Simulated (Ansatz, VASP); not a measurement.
# K3Ge in VASP and in Ansatz

File INCAR:

```
SYSTEM = K3Ge
  PREC = Accurate
  ENCUT = 520
  EDIFF = 1E-7
  ISMEAR = -1
  SIGMA = 0.05
  LREAL = .False.
  LASPH = .True.
  NELM = 60
  ALGO = Normal
  ISIF = 2
  LWAVE = .False.
  LCHARG = .False.
  GGA = PE
  NBANDS = 28
```

Contents of KPOINTS:

```
Automatic mesh
0
Gamma
  6 6 6
  0 0 0
```

Contents of POSCAR:

```
K3Ge
1.0
    0.0000000000      4.3110110000      4.3110110000
    4.3110110000      0.0000000000      4.3110110000
    4.3110110000      4.3110110000      0.0000000000
Ge K
1 3
Direct
    0.0000000000      0.0000000000      0.0000000000
    0.5000000000      0.5000000000      0.5000000000
    0.7500000000      0.7500000000      0.7500000000
    0.2500000000      0.2500000000      0.2500000000
```

The input input.yaml:

```yaml
crystal:
  lattice:
    - [0.0, 4.311011, 4.311011]
    - [4.311011, 0.0, 4.311011]
    - [4.311011, 4.311011, 0.0]
  atoms:
    - { symbol: Ge, position: [0.0, 0.0, 0.0] }
    - { symbol: K, position: [0.5, 0.5, 0.5] }
    - { symbol: K, position: [0.75, 0.75, 0.75] }
    - { symbol: K, position: [0.25, 0.25, 0.25] }
hamiltonian:
  xc: pbe
  pseudopotentials: { kind: paw }
kpoints:
  mp_grid: { grid: [6, 6, 6] }
scf:
  occupations: { method: fermi_dirac, width: 0.05 }
output:
  forces: true
  stress: true
  eigenvalues: true
  write_density: true
  write_potential: true
  elf: true
  volumetric_format: npy
```

The cell comes from a database or a generator and needn't be the stable form of this composition.

Alike in both runs: task single point; functional PBE; k mesh 6 × 6 × 6; occupations fermi-dirac, width 0.05 eV; no spin polarisation.

|  | VASP | Ansatz |
| --- | --- | --- |
| version | VASP 6.6.1 | Ansatz 0.2.0 |
| potentials or method | VASP PAW PBE potentials, release 64 (Ge_d, K_sv) | Ansatz PAW |
| plane-wave cutoff (eV) | 520 | 420 |
| valence electrons in the cell | 41 | 41 |

```csv
,VASP,Ansatz,Ansatz less VASP
gap on the k mesh at the Fermi level (eV),none,none,-
pressure (GPa),0.0,0.0,+0.01
```

A gap of «none» marks a metal or a gap that the smearing closes. With one functional, cell and mesh, what is left measures potentials, basis and numerics.
